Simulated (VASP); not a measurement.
# YRh with and without spin-orbit coupling, part 4 of 4

What does spin-orbit coupling change in YRh, and what does it cost? All runs use PBEsol. Left out of this account: 1 further run (self-consistent run: a reference on another mesh). The start is a cell from a database of measured crystal structures.

VASP 6.6.1, plane waves and PAW; the level of theory is named at each step.

So far. Step 5 (Density of states (PBEsol + SOC)): The DOS at the Fermi level goes from 0.790 to 0.780 states/eV/cell, a number that is sensitive to the mesh. The run took 3.2 times the core time, with 38 spinor bands against 25. Of the states within 0.3 eV of the Fermi level, the largest shares in the PAW spheres are Rh d 45 %, Y d 16 % and Y p 8 %. The rest lies in smaller channels or between the spheres. Step 6 (Full relaxation (PBEsol)): It ends with forces that vanish by symmetry and a pressure of -0.05 GPa.

## Step 7: Full relaxation (PBEsol + SOC)

This step: PBEsol, spin-orbit coupling; plane waves and PAW (Y_sv, Rh_pv) (VASP 6.6.1).

The same relaxation with spinors and spin-orbit coupling.

The input, INCAR:

```
SYSTEM = YRh
PREC = Accurate
ENCUT = 400
EDIFF = 1E-06
NELM = 100
ISMEAR = -1
SIGMA = 0.05
LREAL = .FALSE.
ALGO = Normal
GGA = PS
LNONCOLLINEAR = .TRUE.
MAGMOM = 0 0 0 0 0 0
NBANDS = 38
GGA_COMPAT = .FALSE.
LASPH = .TRUE.
LSORBIT = .TRUE.
LMAXMIX = 4
LORBIT = 11
LWAVE = .FALSE.
LCHARG = .FALSE.
KPAR = 2
IBRION = 2
NSW = 60
ISIF = 3
EDIFFG = -0.01
```

The input, POSCAR:

```
YRh
1.0
    3.4070000000      0.0000000000      0.0000000000
    0.0000000000      3.4070000000      0.0000000000
    0.0000000000      0.0000000000      3.4070000000
Y Rh
1 1
Direct
    0.5000000000      0.5000000000      0.5000000000
    0.0000000000      0.0000000000      0.0000000000
```

The input, KPOINTS:

```
Automatic mesh
0
Gamma
10 10 10
0 0 0
```

PAW data sets: Y_sv and Rh_pv (PBE family, release 64).

The run is started by

```sh
$ mpirun -np 2 vasp_ncl
```

Log:

```text
[... set-up lines as in an earlier step ...]
 entering main loop
       N       E                     dE             d eps       ncg     rms          rms(c)
[... 14 cycles as in an earlier step ...]
   1 F= -.16763622E+02 E0= -.16757622E+02  d E =-.167636E+02  mag=     0.0000    -0.0000    -0.0000
 curvature:   0.00 expect dE= 0.000E+00 dE for cont linesearch  0.000E+00
 trial: gam= 0.00000 g(F)=  0.000E+00 g(S)=  0.418E-01 ort = 0.000E+00 (trialstep = 0.100E+01)
 search vector abs. value=  0.418E-01
 bond charge predicted
       N       E                     dE             d eps       ncg     rms          rms(c)
DAV:   1    -0.187041797864E+02   -0.19406E+01   -0.23115E+01  4686   0.467E+01    0.195E+01
DAV:   2    -0.190341869036E+02   -0.33001E+00   -0.26088E+01  4414   0.377E+01    0.188E+01
DAV:   3    -0.168199271201E+02    0.22143E+01   -0.47290E+00  4452   0.191E+01    0.573E+00
DAV:   4    -0.167542615989E+02    0.65666E-01   -0.44423E-01  5610   0.329E+00    0.160E+00
DAV:   5    -0.167477196266E+02    0.65420E-02   -0.73566E-02  6330   0.127E+00    0.168E+00
DAV:   6    -0.167551291935E+02   -0.74096E-02   -0.11762E-02  6112   0.730E-01    0.762E-01
DAV:   7    -0.167581389860E+02   -0.30098E-02   -0.30742E-03  6738   0.235E-01    0.354E-01
DAV:   8    -0.167593392275E+02   -0.12002E-02   -0.32081E-03  6804   0.227E-01    0.333E-01
DAV:   9    -0.167593461092E+02   -0.68817E-05   -0.21402E-04  5186   0.887E-02    0.139E-01
DAV:  10    -0.167593453924E+02    0.71680E-06   -0.12553E-05  5310   0.169E-02    0.112E-01
DAV:  11    -0.167593430438E+02    0.23486E-05   -0.95733E-06  4430   0.267E-02    0.287E-02
DAV:  12    -0.167593428928E+02    0.15100E-06   -0.10313E-06  3720   0.891E-03
   2 F= -.16759343E+02 E0= -.16753832E+02  d E =0.427932E-02  mag=     0.0000     0.0000    -0.0000
 trial-energy change:    0.004279  1 .order    0.004814   -0.041829    0.051456
 step:   0.4569(harm=  0.4484)  dis= 0.00000  next Energy=   -16.773229 (dE=-0.961E-02)
 bond charge predicted
       N       E                     dE             d eps       ncg     rms          rms(c)
DAV:   1    -0.173386674126E+02   -0.57932E+00   -0.69215E+00  4610   0.262E+01    0.894E+00
DAV:   2    -0.174283617211E+02   -0.89694E-01   -0.58429E+00  4566   0.191E+01    0.119E+01
DAV:   3    -0.167815600499E+02    0.64680E+00   -0.19129E+00  4492   0.108E+01    0.135E+00
DAV:   4    -0.167685148224E+02    0.13045E-01   -0.15914E-01  5392   0.263E+00    0.124E+00
DAV:   5    -0.167703079988E+02   -0.17932E-02   -0.99939E-03  5300   0.572E-01    0.994E-01
DAV:   6    -0.167725702156E+02   -0.22622E-02   -0.21799E-03  6086   0.223E-01    0.333E-01
DAV:   7    -0.167731364505E+02   -0.56623E-03   -0.74870E-04  6560   0.130E-01    0.930E-02
DAV:   8    -0.167732420732E+02   -0.10562E-03   -0.12050E-04  6878   0.456E-02    0.847E-02
DAV:   9    -0.167732514411E+02   -0.93679E-05   -0.20729E-05  6342   0.232E-02    0.115E-02
DAV:  10    -0.167732516262E+02   -0.18511E-06   -0.29164E-06  4754   0.113E-02
   3 F= -.16773252E+02 E0= -.16767509E+02  d E =-.962942E-02  mag=    -0.0000     0.0000     0.0000
 curvature:  -0.22 expect dE=-0.171E-05 dE for cont linesearch -0.171E-05
 trial: gam=-0.01333 g(F)=  0.444E-65 g(S)=  0.763E-05 ort = 0.565E-03 (trialstep = 0.891E+00)
 search vector abs. value=  0.149E-08
 reached required accuracy - stopping structural energy minimisation
```

Wall time 3.1 min (2 MPI ranks of AMD EPYC 7R43, shared host); peak memory 0.49 GiB.

OUTCAR, selected parts (step 7):

```text
   NELECT =      26.0000    total number of electrons

 E-fermi :   6.8307

 k-point     1 :       0.0000    0.0000    0.0000
  band No.  band energies     occupation
    ...
     22       5.0334      1.00000
     23       5.0334      1.00000
     24       5.0334      1.00000
     25       5.2555      1.00000
     26       5.2555      1.00000
     27       9.0961      0.00000
     28       9.0961      0.00000
     29       9.0961      0.00000
     30       9.0961      0.00000
     31      12.8837      0.00000
    ...

  Total       -0.0102701     -0.0102701     -0.0102701     -0.0000000      0.0000000      0.0000000
  in kB       -0.4267104     -0.4267104     -0.4267104     -0.0000000      0.0000000      0.0000000
  external PRESSURE =      -0.4267104 kB  Pullay stress =       0.0000000 kB

 POSITION                                       TOTAL-FORCE (eV/Angst)
 -----------------------------------------------------------------------------------
      1.68923      1.68923      1.68923         0.000000     -0.000000      0.000000
      0.00000      0.00000      0.00000        -0.000000      0.000000      0.000000
 -----------------------------------------------------------------------------------
    total drift:                                0.000000     -0.000000     -0.000000

  FREE ENERGIE OF THE ION-ELECTRON SYSTEM (eV)
  ---------------------------------------------------
  free  energy   TOTEN  =       -16.7732516262 eV

  energy  without entropy=      -16.7617658006  energy(sigma->0) =      -16.76750871

 Spin-Orbit-Coupling matrix elements
 Ion:    1  E_soc:     -0.1016083
 Ion:    2  E_soc:     -0.3091224

 magnetization (x)
# of ion       s       p       d       f       tot
--------------------------------------------------
    1        0.000   0.000   0.000   0.000   0.000
    2        0.000   0.000  -0.000   0.000  -0.000
--------------------------------------------------
tot          0.000   0.000  -0.000   0.000  -0.000

 magnetization (y)
# of ion       s       p       d       f       tot
--------------------------------------------------
    1        0.000   0.000   0.000  -0.000  -0.000
    2        0.000   0.000   0.000   0.000   0.000
--------------------------------------------------
tot          0.000   0.000   0.000  -0.000   0.000

 magnetization (z)
# of ion       s       p       d       f       tot
--------------------------------------------------
    1       -0.000   0.000   0.000   0.000  -0.000
    2       -0.000   0.000   0.000   0.000   0.000
--------------------------------------------------
tot         -0.000   0.000   0.000   0.000  -0.000

[... 8 parts as in an earlier step ...]

[... 10 further parts left out ...]
```

Relaxation path:

```tsv
step	energy less that of the first step (eV)	largest force (eV/Å)	pressure (GPa)	volume (Å³)
1	0.0000	0.0000	-3.08	39.55
2	0.0043	0.0000	4.01	37.41
3	-0.0096	0.0000	-0.04	38.56
```

```tsv
conventional cell, symmetrised	before	after	change
a (Å)	3.407	3.378	-0.8 %
b (Å)	3.407	3.378	-0.8 %
c (Å)	3.407	3.378	-0.8 %
volume (Å³/atom)	19.77	19.28	-2.5 %
```

Final coordinates:

```cif
data_structure
_symmetry_space_group_name_H-M 'P 1'
_symmetry_Int_Tables_number 1
_cell_length_a 3.3785
_cell_length_b 3.3785
_cell_length_c 3.3785
_cell_angle_alpha 90.000
_cell_angle_beta 90.000
_cell_angle_gamma 90.000
_cell_volume 38.56
loop_
_atom_site_label
_atom_site_type_symbol
_atom_site_fract_x
_atom_site_fract_y
_atom_site_fract_z
_atom_site_occupancy
Y1 Y 0.50000 0.50000 0.50000 1
Rh2 Rh 0.00000 0.00000 0.00000 1
```

This step gave:

```
bands                           : 38
free energy (TOTEN)             : -16.77 eV
energy at zero smearing         : -16.77 eV
Fermi energy                    : 6.831 eV
pressure                        : -0.04267 GPa
SCF cycles over all ionic steps : 36
```

On-site spin-orbit energy by atom:

```tsv
atom	on-site spin-orbit energy (eV)
Y1	-0.102
Rh2	-0.309
```

The cell ends at 19.28 Å³/atom, under 0.05 % from the run without the coupling. The run took 3.6 times the core time, with 38 spinor bands against 19.

The cell shrank by 2.5 % in volume.

## Step 8: The runs together

| quantity | without | with spin-orbit coupling |
| --- | --- | --- |
| gap (eV) | none | none |
| core minutes, bands | 1.1 | 4.2 |
| DOS at the Fermi level (states/eV/cell) | 0.790 | 0.780 |
| core minutes, DOS | 0.77 | 2.4 |
| relaxed volume (Å³/atom) | 19.27 | 19.28 |
| core minutes, relaxation | 1.7 | 6.2 |

## Step 9: What came out

* gap (eV), without → with: none → none
* DOS at the Fermi level (states/eV/cell), without → with: 0.790 → 0.780
* relaxed volume (Å³/atom), without → with: 19.27 → 19.28

What this shows: YRh has no gap with or without spin-orbit coupling. The relaxed volume moves by under 0.05 %. The spinor runs cost 3.2 to 3.7 times as much, on a shared host.

[Lines on the potential files, build, host, timing and source positions are cut from VASP's logs without a mark.]

[Logs are printed without paths, hosts, clocks, repeated set-up lines and the standing remarks that a program may print on its own settings, such as how far it seeks lower states.]

[Hosts, paths, dates, database ids (printed as entryN), source tags and the programs' standing remarks are cut or masked in the printed files.]

[A measured line is paired with the nearest computed mode of its activity, which favours agreement.]

[In band tables of VASP the shares of atoms and orbitals are scaled to a sum of 1 inside the atoms' spheres.]
